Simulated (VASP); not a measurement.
Input of a VASP 6.6.1 run:

INCAR

```
PREC = Accurate
ENCUT = 520
EDIFF = 1E-7
ISMEAR = -1
SIGMA = 0.05
LREAL = False
LASPH = True
NELM = 60
ALGO = Normal
ISIF = 2
LWAVE = False
LCHARG = False
GGA = PE
NBANDS = 26
```

KPOINTS

```
regular mesh
0
Gamma
  6 6 6
```

File POSCAR:

```
LiY3
1.0
    0.0000000000      3.8998520000      3.8998520000
    3.8998520000      0.0000000000      3.8998520000
    3.8998520000      3.8998520000      0.0000000000
Y Li
3 1
Direct
    0.5000000000      0.5000000000      0.5000000000
    0.7500000000      0.7500000000      0.7500000000
    0.2500000000      0.2500000000      0.2500000000
    0.0000000000      0.0000000000      0.0000000000
```

Potentials or basis: VASP PAW PBE potentials, release 64 (Y_sv, Li_sv).

Launch:

```sh
$ cat potpaw_PBE.64/Y_sv/POTCAR potpaw_PBE.64/Li_sv/POTCAR > POTCAR
$ mpirun -np 1 vasp_std > vasp.out
```

(1) Estimate the band gap on the k mesh.

Results:

(1) none (metal or under the smearing width).
